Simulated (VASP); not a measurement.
These are PBE GGA, VASP's PBE PAW potentials (set 64) (plane waves; VASP) values and carry that method's errors.

A VASP calculation is set up with these files.

File KPOINTS:
```
Automatic mesh
0
G
  9 9 9
```

### POSCAR
```
TaSi
1.0
  0.0000000000   3.2447090000   3.2447090000
  3.2447090000   0.0000000000   3.2447090000
  3.2447090000   3.2447090000   0.0000000000
Ta Si
1 1
Direct
  0.0000000000   0.0000000000   0.0000000000
  0.2500000000   0.2500000000   0.2500000000
```

INCAR:
```
# general
SYSTEM  = TaSi
PREC    = Accurate
ENCUT   = 400
LREAL   = .FALSE.
LASPH   = .TRUE.

# electronic loop
EDIFF   = 1E-6
NELM    = 100
ALGO    = Normal
LMAXMIX = 6

# smearing
ISMEAR  = 1
SIGMA   = 0.1

# functional
GGA     = PE

# ions
IBRION  = 2
NSW     = 60
ISIF    = 3
EDIFFG  = -0.01

# output
LWAVE   = .FALSE.
LCHARG  = .FALSE.
```

POTCAR, in this order: Ta_pv Si (PBE.64 set). Program: vasp_std.

Output of the run:

**OSZICAR**
```
       N       E                     dE             d eps       ncg     rms          rms(c)
DAV:   1     0.393866631843E+02    0.39387E+02   -0.66486E+03   914   0.901E+02
DAV:   2    -0.139869463008E+02   -0.53374E+02   -0.51174E+02   879   0.193E+02
DAV:   3    -0.159187677238E+02   -0.19318E+01   -0.18507E+01  1053   0.323E+01
DAV:   4    -0.159794843605E+02   -0.60717E-01   -0.59796E-01  1132   0.468E+00
DAV:   5    -0.159808950833E+02   -0.14107E-02   -0.14061E-02  1105   0.553E-01    0.815E+00
DAV:   6    -0.137912580851E+02    0.21896E+01   -0.12389E+01   875   0.196E+01    0.244E+00
DAV:   7    -0.138065793511E+02   -0.15321E-01   -0.55808E-01   943   0.480E+00    0.156E+00
DAV:   8    -0.138047862390E+02    0.17931E-02   -0.38100E-02  1002   0.144E+00    0.337E-01
DAV:   9    -0.138042557217E+02    0.53052E-03   -0.49161E-03  1212   0.441E-01    0.210E-01
DAV:  10    -0.138043891435E+02   -0.13342E-03   -0.29808E-04  1070   0.125E-01    0.317E-02
DAV:  11    -0.138043786539E+02    0.10490E-04   -0.57682E-05  1125   0.483E-02    0.511E-03
DAV:  12    -0.138043796702E+02   -0.10164E-05   -0.29508E-06   920   0.122E-02    0.500E-03
DAV:  13    -0.138043797946E+02   -0.12441E-06   -0.28744E-07   604   0.383E-03
   1 F= -.13804380E+02 E0= -.13804693E+02  d E =-.138044E+02
       N       E                     dE             d eps       ncg     rms          rms(c)
DAV:   1    -0.393295562596E+02   -0.25525E+02   -0.58179E+02   782   0.255E+02    0.335E+01
DAV:   2    -0.188778711194E+02    0.20452E+02   -0.41192E+01   788   0.815E+01    0.125E+01
DAV:   3    -0.148557225664E+02    0.40221E+01   -0.16444E+01   825   0.443E+01    0.741E+00
DAV:   4    -0.146851244590E+02    0.17060E+00   -0.12099E+00   865   0.104E+01    0.266E+00
DAV:   5    -0.146217362389E+02    0.63388E-01   -0.30880E-01   821   0.591E+00    0.129E+00
DAV:   6    -0.146297374810E+02   -0.80012E-02   -0.34075E-02   905   0.145E+00    0.533E-01
DAV:   7    -0.146255170179E+02    0.42205E-02   -0.26690E-02   859   0.140E+00    0.159E-01
DAV:   8    -0.146254915574E+02    0.25460E-04   -0.12467E-03   839   0.300E-01    0.632E-02
DAV:   9    -0.146254992372E+02   -0.76798E-05   -0.99655E-05   934   0.897E-02    0.175E-02
DAV:  10    -0.146254978148E+02    0.14224E-05   -0.48438E-06   861   0.222E-02    0.832E-03
DAV:  11    -0.146254978497E+02   -0.34883E-07   -0.14898E-06   610   0.905E-03
   2 F= -.14625498E+02 E0= -.14624959E+02  d E =-.821118E+00
       N       E                     dE             d eps       ncg     rms          rms(c)
DAV:   1    -0.188257870241E+02   -0.42003E+01   -0.93274E+01   827   0.129E+02    0.128E+01
DAV:   2    -0.154731794414E+02    0.33526E+01   -0.12807E+01   794   0.311E+01    0.319E+00
DAV:   3    -0.152539987777E+02    0.21918E+00   -0.46666E-01   824   0.603E+00    0.159E+00
DAV:   4    -0.151870538007E+02    0.66945E-01   -0.31739E-01   803   0.403E+00    0.576E-01
DAV:   5    -0.151864438830E+02    0.60992E-03   -0.97542E-03   943   0.845E-01    0.424E-01
DAV:   6    -0.151876506803E+02   -0.12068E-02   -0.43961E-03  1031   0.595E-01    0.137E-01
DAV:   7    -0.151874900565E+02    0.16062E-03   -0.84106E-04   849   0.255E-01    0.349E-02
DAV:   8    -0.151874916686E+02   -0.16121E-05   -0.47159E-05   914   0.467E-02    0.113E-02
DAV:   9    -0.151874900670E+02    0.16016E-05   -0.39341E-06   877   0.183E-02    0.352E-03
DAV:  10    -0.151874904067E+02   -0.33974E-06   -0.20837E-06   698   0.954E-03
   3 F= -.15187490E+02 E0= -.15186905E+02  d E =-.138311E+01
       N       E                     dE             d eps       ncg     rms          rms(c)
DAV:   1    -0.151928365961E+02   -0.53465E-02   -0.12693E-01   830   0.443E+00    0.468E-01
DAV:   2    -0.151882989289E+02    0.45377E-02   -0.11979E-02   812   0.103E+00    0.129E-01
DAV:   3    -0.151878849634E+02    0.41397E-03   -0.94514E-04   977   0.291E-01    0.556E-02
DAV:   4    -0.151878193727E+02    0.65591E-04   -0.27760E-04   809   0.126E-01    0.201E-02
DAV:   5    -0.151878210204E+02   -0.16477E-05   -0.12223E-05   920   0.325E-02    0.150E-02
DAV:   6    -0.151878240664E+02   -0.30460E-05   -0.24524E-06   764   0.129E-02    0.285E-03
DAV:   7    -0.151878240239E+02    0.42465E-07   -0.10931E-07   397   0.379E-03
   4 F= -.15187824E+02 E0= -.15187216E+02  d E =-.138344E+01
       N       E                     dE             d eps       ncg     rms          rms(c)
DAV:   1    -0.151892908761E+02   -0.14668E-02   -0.36763E-02   830   0.239E+00    0.252E-01
DAV:   2    -0.151879776713E+02    0.13132E-02   -0.35301E-03   812   0.557E-01    0.688E-02
DAV:   3    -0.151878593739E+02    0.11830E-03   -0.25810E-04   974   0.152E-01    0.297E-02
DAV:   4    -0.151878363677E+02    0.23006E-04   -0.80662E-05   809   0.691E-02    0.110E-02
DAV:   5    -0.151878355415E+02    0.82622E-06   -0.31174E-06   902   0.166E-02
   5 F= -.15187836E+02 E0= -.15187239E+02  d E =-.115175E-04
       N       E                     dE             d eps       ncg     rms          rms(c)
DAV:   1    -0.151882238671E+02   -0.38750E-03   -0.86161E-03   830   0.116E+00    0.123E-01
DAV:   2    -0.151879149216E+02    0.30895E-03   -0.82387E-04   812   0.270E-01    0.338E-02
DAV:   3    -0.151878874686E+02    0.27453E-04   -0.62141E-05   974   0.746E-02    0.144E-02
DAV:   4    -0.151878836696E+02    0.37990E-05   -0.18844E-05   809   0.332E-02    0.515E-03
DAV:   5    -0.151878840995E+02   -0.42991E-06   -0.66836E-07   443   0.817E-03
   6 F= -.15187884E+02 E0= -.15187282E+02  d E =-.600755E-04
```

**OUTCAR**
```
------------------------ aborting loop because EDIFF is reached ----------------------------------------
  FORCE on cell =-STRESS in cart. coord.  units (eV):
  Direction    XX          YY          ZZ          XY          YZ          ZX
  --------------------------------------------------------------------------------------
  Total       -0.0000563     -0.0000563     -0.0000563      0.0000000      0.0000000      0.0000000
  in kB       -0.0018804     -0.0018804     -0.0018804      0.0000000      0.0000000      0.0000000
  external PRESSURE =      -0.0018804 kB  Pullay stress =       0.0000000 kB
  volume of cell :       48.00
      direct lattice vectors                 reciprocal lattice vectors
    -0.000000000  2.884473299  2.884473299    -0.173341872  0.173341872  0.173341872
     2.884473299  0.000000000  2.884473299     0.173341872 -0.173341872  0.173341872
     2.884473299  2.884473299  0.000000000     0.173341872  0.173341872 -0.173341872
 POSITION                                       TOTAL-FORCE (eV/Angst)
 -----------------------------------------------------------------------------------
      0.00000      0.00000      0.00000         0.000000     -0.000000      0.000000
      1.44224      1.44224      1.44224        -0.000000      0.000000     -0.000000
 -----------------------------------------------------------------------------------
    total drift:                               -0.000000     -0.000000     -0.000000
  FREE ENERGIE OF THE ION-ELECTRON SYSTEM (eV)
  ---------------------------------------------------
  free  energy   TOTEN  =       -15.1878840995 eV

  energy  without entropy=      -15.1860790012  energy(sigma->0) =      -15.18728240

 reached required accuracy - stopping structural energy minimisation
```
(Selected blocks of OUTCAR.)

### CONTCAR
```
TaSi
   1.00000000000000
    -0.0000000000000000    2.8844732985516357    2.8844732985516357
     2.8844732985516357    0.0000000000000000    2.8844732985516357
     2.8844732985516357    2.8844732985516357    0.0000000000000000
  Ta              Si
     1     1
Direct
     0.0000000000000000    0.0000000000000000    0.0000000000000000
     0.2500000000000000    0.2500000000000000    0.2500000000000000
```

Energy and stress use the plane-wave basis of the starting cell.

The structure was generated: TaSi was put into the zinc blende type (F-43m), which need not be its known phase. This run relaxes it. Symmetry was kept, so distortions that lower it aren't found. The electron count is odd and the run is not spin-polarised, which forces a metal.
